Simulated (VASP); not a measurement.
# CaH2PdO6 (Fm-3m) in VASP: a series of runs, part 2 of 2

VASP 6.6.1. Earlier steps stand in the parts before.

## (3) Single point, PBE

Input file INCAR:

```
SYSTEM = CaH2PdO6
ALGO = Normal
EDIFF = 1E-6
ENCUT = 520
GGA = PE
ISIF = 2
ISMEAR = -5
LASPH = .TRUE.
LCHARG = .FALSE.
LREAL = .FALSE.
LWAVE = .FALSE.
NBANDS = 40
NELM = 60
PREC = Accurate
SIGMA = 0.1
```

Input file KPOINTS:

```
k-points
0
G
  5 5 5
  0 0 0
```

Input file POSCAR:

```
CaH2PdO6
1.0
    0.0000000000      3.4984420000      3.4984420000
    3.4984420000      0.0000000000      3.4984420000
    3.4984420000      3.4984420000      0.0000000000
H Ca Pd O
2 1 1 6
Direct
    0.2500000000      0.2500000000      0.2500000000
    0.7500000000      0.7500000000      0.7500000000
    0.5000000000      0.5000000000      0.5000000000
    0.0000000000      0.0000000000      0.0000000000
    0.7670000000      0.2330000000      0.2330000000
    0.2330000000      0.7670000000      0.2330000000
    0.2330000000      0.7670000000      0.7670000000
    0.7670000000      0.2330000000      0.7670000000
    0.2330000000      0.2330000000      0.7670000000
    0.7670000000      0.7670000000      0.2330000000
```

Potentials or basis: VASP PAW PBE potentials, release 64 (H, Ca_sv, Pd, O).

On the command line:

```sh
$ cat potpaw_PBE.64/H/POTCAR potpaw_PBE.64/Ca_sv/POTCAR potpaw_PBE.64/Pd/POTCAR potpaw_PBE.64/O/POTCAR > POTCAR
$ mpirun -np 1 vasp_std > vasp.out
```

OUTCAR:

```text
SYSTEM = CaH2PdO6
   EDIFF = 1E-6
   ENCUT = 520
   GGA = PE
   ISIF = 2
   ISMEAR = -5
   LASPH = .TRUE.
   LREAL = .FALSE.
   NELM = 60
   PREC = Accurate

 ion  position               nearest neighbor table
   1  0.250  0.250  0.250-
   2  0.750  0.750  0.750-
   3  0.500  0.500  0.500-   5 1.87   6 1.87   7 1.87   8 1.87   9 1.87  10 1.87
   4  0.000  0.000  0.000-   5 1.63   6 1.63   7 1.63   8 1.63   9 1.63  10 1.63
   5  0.767  0.233  0.233-   4 1.63   3 1.87
   6  0.233  0.767  0.233-   4 1.63   3 1.87
   7  0.233  0.767  0.767-   4 1.63   3 1.87
   8  0.767  0.233  0.767-   4 1.63   3 1.87
   9  0.233  0.233  0.767-   4 1.63   3 1.87
  10  0.767  0.767  0.233-   4 1.63   3 1.87

  LATTYP: Found a face centered cubic cell.
 ALAT       =     6.9968840000

  Lattice vectors:

 A1 = (   0.0000000000,   3.4984420000,   3.4984420000)
 A2 = (   3.4984420000,   0.0000000000,   3.4984420000)
 A3 = (   3.4984420000,   3.4984420000,   0.0000000000)

Analysis of symmetry for initial positions (statically):
=====================================================================
 Subroutine PRICEL returns:
 Original cell was already a primitive cell.

 Routine SETGRP: Setting up the symmetry group for a
 face centered cubic supercell.

 Subroutine GETGRP returns: Found 48 space group operations
 (whereof 48 operations were pure point group operations)
 out of a pool of 48 trial point group operations.

The static configuration has the point symmetry O_h .

Analysis of symmetry for dynamics (positions and initial velocities):
=====================================================================
 Subroutine PRICEL returns:
 Original cell was already a primitive cell.

 Routine SETGRP: Setting up the symmetry group for a
 face centered cubic supercell.

 Subroutine GETGRP returns: Found 48 space group operations
 (whereof 48 operations were pure point group operations)
 out of a pool of 48 trial point group operations.

The dynamic configuration has the point symmetry O_h .

 Subroutine INISYM returns: Found 48 space group operations
 (whereof 48 operations are pure point group operations),
 and found     1 'primitive' translations

----------------------------------------------------------------------------------------

                                     Primitive cell

  volume of cell :      85.6355

  direct lattice vectors                    reciprocal lattice vectors
     0.000000000  3.498442000  3.498442000    -0.142920763  0.142920763  0.142920763
     3.498442000  0.000000000  3.498442000     0.142920763 -0.142920763  0.142920763
     3.498442000  3.498442000  0.000000000     0.142920763  0.142920763 -0.142920763

  length of vectors
     4.947544124  4.947544124  4.947544124     0.247546023  0.247546023  0.247546023

  position of ions in fractional coordinates (direct lattice)
     0.250000000  0.250000000  0.250000000
     0.750000000  0.750000000  0.750000000
     0.500000000  0.500000000  0.500000000
     0.000000000  0.000000000  0.000000000
[... 55 lines left out ...]
 -0.400000  0.200000  0.000000     24.000000
 -0.200000  0.200000  0.000000     12.000000
  0.400000  0.400000  0.000000      6.000000
 -0.400000  0.400000  0.000000     12.000000
 -0.400000  0.400000  0.200000     24.000000
   k-points           NKPTS =     10   k-points in BZ     NKDIM =     10   number of bands    NBANDS=     40
   number of dos      NEDOS =    301   number of ions     NIONS =     10
   total plane-waves  NPLWV =  64000
   dimension x,y,z NGX =    40 NGY =   40 NGZ =   40
   dimension x,y,z NGXF=    80 NGYF=   80 NGZF=   80
   ions per type =               2   1   1   6
   NGX,Y,Z   is equivalent  to a cutoff of  13.44, 13.44, 13.44 a.u.
   NGXF,Y,Z  is equivalent  to a cutoff of  26.88, 26.88, 26.88 a.u.
 SYSTEM =  CaH2PdO6
   PREC   = accura    normal or accurate (medium, high low for compatibility)
   ISTART =      0    job   : 0-new  1-cont  2-samecut
   ICHARG =      2    charge: 1-file 2-atom 10-const
   ISPIN  =      1    spin polarized calculation?
   LNONCOLLINEAR =      F non collinear calculations
   LSORBIT =      F    spin-orbit coupling
   LASPH  =      T    aspherical Exc in radial PAW
   ENCUT  =  520.0 eV  38.22 Ry    6.18 a.u.   9.20  9.20  9.20*2*pi/ulx,y,z
   NELM   =     60;   NELMIN=  2; NELMDL= -5     # of ELM steps
   EDIFF  = 0.1E-05   stopping-criterion for ELM
   LREAL  =      F    real-space projection
   EDIFFG = 0.1E-04   stopping-criterion for IOM
   NSW    =      0    number of steps for IOM
   IBRION =     -1    ionic relax: 0-MD 1-quasi-New 2-CG
   NFREE  =      0    steps in history (QN), initial steepest desc. (CG)
   ISIF   =      2    stress and relaxation
   ISYM   =      2    0-nonsym 1-usesym 2-fastsym
   POTIM  = 0.5000    time-step for ionic-motion
   TEBEG  =    0.0;   TEEND  =   0.0 temperature during run
   PSTRESS=    0.0 pullay stress
   NELECT =      58.0000    total number of electrons
   NUPDOWN=      -1.0000    fix difference up-down
   EMIN   =  10.00;   EMAX   =-10.00  energy-range for DOS
   EFERMI =   0.00;   METHOD = LEGACY
   ISMEAR =    -5;   SIGMA  =   0.10  broadening in eV -4-tet -1-fermi 0-gaus
   EFERMI_NEDOS =   21; number of points for ismear=-14 and -15
   IALGO  =     38    algorithm
   IMIX   =      4    mixing-type and parameters
     AMIX     =   0.40;   BMIX     =  1.00
     AMIX_MAG =   1.60;   BMIX_MAG =  1.00
  volume/ion in A,a.u.               =       8.56        57.79
  Fermi-wavevector in a.u.,A,eV,Ry     =   1.437693  2.716846 28.122713  2.066961
  Thomas-Fermi vector in A             =   2.556742
   LORBIT       =      0    0 simple, 1 ext, 2 COOP (PROOUT), +10 PAW based schemes
   GGA     = PE    functional components
   LHFCALC =     F    Hartree Fock is set to
   AEXX    =    0.0000 exact exchange contribution
   IVDW    =     0    specifies the selected vdW correction
   LEPSILON=     F    determine dielectric tensor
   LRPA    =     F    only Hartree local field effects (RPA)
 non-spin polarized calculation
 Fermi weights with tetrahedron method with Bloechl corrections
  energy-cutoff  :      520.00
  volume of cell :       85.64
 maximum number of plane-waves:      2316
 NGX is ok and might be reduce to    40
   NGX = 19   NGY = 19   NGZ = 19

 number of electron      57.9999992 magnetization

 Free energy of the ion-electron system (eV)
  ---------------------------------------------------
  ext. energy  EPLUGINS =         0.00000000
  ---------------------------------------------------
  free energy    TOTEN  =       -25.95291822 eV

  energy without entropy =      -25.95291822  energy(sigma->0) =      -25.95291822

 E-fermi :   3.3233     XC(G=0): -11.2912

 val. band max:        3.3487968005   @ k =   0.4000   0.2000   0.0000
 cond. band min:       3.2931562242   @ k =  -0.2000   0.2000   0.0000
 fundamental gap:     -0.0556405763
 Fermi energy:         3.3232615360

 k-point     1 :       0.0000    0.0000    0.0000
  band No.  band energies     occupation
      1     -31.2658      2.00000
      2     -16.3209      2.00000
      3     -16.0052      2.00000
      4     -16.0052      2.00000
      5     -15.7284      2.00000
      6     -15.7284      2.00000
[... 419 lines left out ...]
     39      14.9624      0.00000
     40      15.4991      0.00000

------------------------ aborting loop because EDIFF is reached ----------------------------------------

  FORCE on cell =-STRESS in cart. coord.  units (eV):
  Direction    XX          YY          ZZ          XY          YZ          ZX
  --------------------------------------------------------------------------------------
  -------------------------------------------------------------------------------------
  Total       64.8808347     64.8808347     64.8808347     -0.0000000      0.0000000      0.0000000
  in kB     1213.8722434   1213.8722434   1213.8722434     -0.0000000      0.0000000      0.0000000
  external PRESSURE =    1213.8722434 kB  Pullay stress =       0.0000000 kB

 VOLUME and BASIS-vectors are now :
 -----------------------------------------------------------------------------
  energy-cutoff  :      520.00
  volume of cell :       85.64
      direct lattice vectors                 reciprocal lattice vectors
     0.000000000  3.498442000  3.498442000    -0.142920763  0.142920763  0.142920763
     3.498442000  0.000000000  3.498442000     0.142920763 -0.142920763  0.142920763
     3.498442000  3.498442000  0.000000000     0.142920763  0.142920763 -0.142920763

 POSITION                                       TOTAL-FORCE (eV/Angst)
 -----------------------------------------------------------------------------------
      1.74922      1.74922      1.74922        -0.000000      0.000000      0.000000
      5.24766      5.24766      5.24766        -0.000000      0.000000      0.000000
      3.49844      3.49844      3.49844        -0.000000      0.000000      0.000000
      0.00000      0.00000      0.00000        -0.000000      0.000000      0.000000
      1.63027      3.49844      3.49844         5.487795      0.000000      0.000000
      3.49844      1.63027      3.49844        -0.000000      5.487795      0.000000
      5.36661      3.49844      3.49844        -5.487795      0.000000      0.000000
      3.49844      5.36661      3.49844        -0.000000     -5.487795      0.000000
      3.49844      3.49844      1.63027        -0.000000      0.000000      5.487795
      3.49844      3.49844      5.36661        -0.000000      0.000000     -5.487795
 -----------------------------------------------------------------------------------
    total drift:                               -0.000000     -0.000000     -0.000000

  FREE ENERGIE OF THE ION-ELECTRON SYSTEM (eV)
  ---------------------------------------------------
  free  energy   TOTEN  =       -25.9529182238 eV

  energy  without entropy=      -25.9529182238  energy(sigma->0) =      -25.95291822
```

It took 76 s on 1 thread of Intel Xeon Platinum 8259CL at 2.50GHz (Skylake/Cascade Lake), shared host; peak memory 0.26 GiB.

What came out:

- Free energy: -25.9529 eV
- Pressure: 121.4 GPa
- Largest force: 5.488 eV/Å
- Band gap on the k mesh: none (metal or under the smearing width)

Forces in eV/Å, atoms in the order of the input:
```
H    0.000  0.000  0.000
H    0.000  0.000  0.000
Ca   0.000  0.000  0.000
Pd   0.000  0.000  0.000
O    5.488  0.000  0.000
O    0.000  5.488  0.000
O   -5.488  0.000  0.000
O    0.000 -5.488  0.000
O    0.000  0.000  5.488
O    0.000  0.000 -5.488
```

Levels at points of the mesh, in eV from the Fermi level:
```tsv
k point	band 26	band 27	band 28	band 29	band 30	band 31
(0.00, 0.00, 0.00)	-0.72	-0.62	-0.34	-0.34	-0.34	0.22
```

Caveat: a pressure of tens of GPa on the cell as given is suspect, and the run, the potentials or the cell itself is likely at fault; forces of over 1 eV/Å show positions far from the minimum, so gaps and moduli don't describe the material at rest; tetrahedron occupations give inexact forces and stress in metals.

## (4) Single point, PBE

Input file INCAR:

```
  PREC = Accurate
  ENCUT = 520
  EDIFF = 1E-6
  ISMEAR = -1
  SIGMA = 0.1
  LREAL = False
  LASPH = True
  NELM = 100
  ALGO = Normal
  ISIF = 2
  LWAVE = False
  LCHARG = True
  GGA = PE
  LELF = True
  LVHAR = True
  NBANDS = 40
```

Input file KPOINTS:

```
Automatic mesh
0
Gamma
  5 5 5
  0.5 0.5 0.5
```

POSCAR is that of step 3.

On the command line:

```sh
$ cat potpaw_PBE.64/H/POTCAR potpaw_PBE.64/Ca_sv/POTCAR potpaw_PBE.64/Pd/POTCAR potpaw_PBE.64/O/POTCAR > POTCAR
$ mpirun -np 1 vasp_std > vasp.out
```

Run time: 99 s. Hardware: 1 thread of Intel Xeon Platinum 8259CL at 2.50GHz (Skylake/Cascade Lake), shared host; peak memory 0.27 GiB.

Results (log left out):

| Property | Result |
| --- | --- |
| Free energy | -26.1200 eV |
| Pressure | 121.8 GPa |
| Largest force | 5.592 eV/Å |
| Band gap on the k mesh | none (metal or under the smearing width) |

Forces on the atoms (eV/Å):
```
H    0.000  0.000  0.000
H    0.000  0.000  0.000
Ca   0.000  0.000  0.000
Pd   0.000  0.000  0.000
O    5.592  0.000  0.000
O    0.000  5.592  0.000
O   -5.592  0.000  0.000
O    0.000 -5.592  0.000
O    0.000  0.000  5.592
O    0.000  0.000 -5.592
```

Levels at points of the mesh, in eV from the Fermi level:
```csv
k point,band 25,band 26,band 27,band 28,band 29,band 30,band 31,band 32,band 33,band 34
"(0.50, 0.50, 0.50)",-1.37,-1.10,-0.51,-0.51,-0.27,0.18,0.18,1.05,1.88,7.56
```

Caveat: a pressure of tens of GPa on the cell as given is suspect, and the run, the potentials or the cell itself is likely at fault; forces of over 1 eV/Å show positions far from the minimum, so gaps and moduli don't describe the material at rest.

## (5) The runs side by side

```tsv
k mesh	smearing	gap on the mesh (eV)	pressure (GPa)	largest force (eV/Å)
5 × 5 × 5	fermi-dirac 0.1 eV	none	121.8	5.61
5 × 5 × 5	tetrahedron	none	121.4	5.49
5 × 5 × 5, shifted	fermi-dirac 0.1 eV	none	121.8	5.59
```

Alike in all rows: task single point; level PBE; potentials or basis VASP PAW PBE potentials, release 64 (H, Ca_sv, Pd, O); no spin polarisation; cell as given; cutoff (eV) 520.

Every run on the cell as given and a fine mesh finds a metal.

Caveats: a pressure of tens of GPa on the cell as given is suspect, and the run, the potentials or the cell itself is likely at fault; forces of over 1 eV/Å show positions far from the minimum, so gaps and moduli don't describe the material at rest; tetrahedron occupations give inexact forces and stress in metals (some runs).

Absolute energies hang on the potentials; compare differences alone.
